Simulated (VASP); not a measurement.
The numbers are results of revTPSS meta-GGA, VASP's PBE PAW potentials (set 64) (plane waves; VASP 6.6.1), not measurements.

The input files of a VASP run:

KPOINTS:
```
Automatic mesh
0
gamma
 13 13 13
0 0 0
```

**POSCAR**
```
FeAl
2.7818920
  0.9999998501   0.0000000000   0.0000000000
  0.0000000000   0.9999998501   0.0000000000
  0.0000000000   0.0000000000   0.9999998501
Al Fe
1 1
Cartesian
  0.4999999251   0.4999999251   0.4999999251
  0.0000000000   0.0000000000   0.0000000000
```

### INCAR
```
# general
SYSTEM  = FeAl
PREC    = Accurate
ENCUT   = 520
LREAL   = .FALSE.   # projection in real space or not
LASPH   = .TRUE.

# electronic loop
EDIFF   = 1E-7
NELM    = 100   # most electronic steps
ALGO    = Normal   # blocked Davidson
LMAXMIX = 4   # l cut-off of mixed one-centre charges
LMIXTAU = .TRUE.

# smearing
ISMEAR  = 1   # Methfessel-Paxton
SIGMA   = 0.1   # width (eV)

# functional
METAGGA = RTPSS

# ions
ISIF    = 2

# output
LWAVE   = .FALSE.
LCHARG  = .FALSE.
```

POTCAR, in this order: Al Fe (PBE.64 set). Program: vasp_std.

Predict the energy per atom (σ→0), pressure, band gap (on the k-mesh).

```
Quantity                                                     Value
------------------------  ----------------------------------------
energy per atom (σ→0)                               -5.816 eV/atom
band gap (on the k-mesh)  none (metal, semimetal or under 0.01 eV)
pressure                                                 13.98 GPa
```

OSZICAR:
```
...
DAV:  10    -0.116296494727E+02    0.33857E-01   -0.29180E-01  1669   0.943E+00    0.759E-01
DAV:  11    -0.116327564621E+02   -0.31070E-02   -0.65005E-02  1753   0.452E+00    0.132E-01
DAV:  12    -0.116327324002E+02    0.24062E-04   -0.31526E-03  1771   0.953E-01    0.686E-02
DAV:  13    -0.116327495286E+02   -0.17128E-04   -0.76633E-05  1902   0.157E-01    0.459E-02
DAV:  14    -0.116327490264E+02    0.50217E-06   -0.31228E-04  1712   0.313E-01    0.259E-02
DAV:  15    -0.116327465468E+02    0.24796E-05   -0.24856E-05  1706   0.833E-02    0.437E-03
DAV:  16    -0.116327466221E+02   -0.75338E-07   -0.19317E-07  1186   0.637E-03
   1 F= -.11632747E+02 E0= -.11632319E+02  d E =-.128253E-02
```

The compound is FeAl in the CsCl type structure. This cell is one point of a volume scan, at 0.94 of the reference volume. The run is not spin-polarised, so no magnetic state was tried. The electron count is odd and the run is not spin-polarised, which forces a metal.
